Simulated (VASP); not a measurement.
A VASP calculation is set up with these files.

File POSCAR:
```
LaB
1
    4.3141225709     0.0000000000     0.0000000000
   -2.1570612855     3.7361399576    -0.0000000000
   -0.0000000000     0.0000000000     6.7839452369
La B
2 2
Direct
  0.3333330000   0.6666670000   0.9946624022
  0.6666670000   0.3333330000   0.4946624022
  0.3333330000   0.6666670000   0.3803375978
  0.6666670000   0.3333330000   0.8803375978
```

File KPOINTS:
```
K-points
0
gamma
  9 9 5
0 0 0
```

**INCAR**
```
! general
SYSTEM   =  LaB
PREC     =  Accurate
ENCUT    =  520
LREAL    =  .False.
LASPH    =  .True.

! electronic loop
EDIFF    =  1E-7
NELM     =  100
ALGO     =  Normal
LMAXMIX  =  6

! smearing
ISMEAR   =  -5

! functional
GGA      =  PE

! ions
ISIF     =  2

! output
LWAVE    =  .False.
LCHARG   =  .True.
LORBIT   =  11
NEDOS    =  601

! other
LEFG     =  .True.
```

POTCAR, in this order: La B (PBE.64 set). Program: vasp_std.

Task: Translate this PBE calculation to Ansatz.

Result: One equivalent input (not run):
Ansatz 0.2 input:
```yaml
crystal:
  lattice:
    - [4.3141226, 0.0000000, 0.0000000]
    - [-2.1570613, 3.7361400, 0.0000000]
    - [0.0000000, 0.0000000, 6.7839452]
  atoms:
    - { symbol: La, position: [0.3333330, 0.6666670, 0.9946624] }
    - { symbol: La, position: [0.6666670, 0.3333330, 0.4946624] }
    - { symbol: B, position: [0.3333330, 0.6666670, 0.3803376] }
    - { symbol: B, position: [0.6666670, 0.3333330, 0.8803376] }
kpoints:
  mp_grid: { grid: [9, 9, 5] }
hamiltonian:
  xc: pbe
  pseudopotentials: { kind: paw }
scf:
  occupations: { method: tetrahedron }
  max_iter: 100
output: { forces: true, stress: true, eigenvalues: true }
```
Limits of the translation: each code has its own PAW files, so the cut-off isn't converted (ENCUT is set for VASP's; basis.ecutwfc is left out, and Ansatz then takes the one that its files recommend); Ansatz stops its SCF on the density residual and VASP on the energy change (EDIFF); the field gradients of LEFG aren't asked of the other code.

The structure was generated: LaB was put into the wurtzite type (P6_3mc), which need not be its known phase. It was relaxed first, which changed the volume by -28 %.
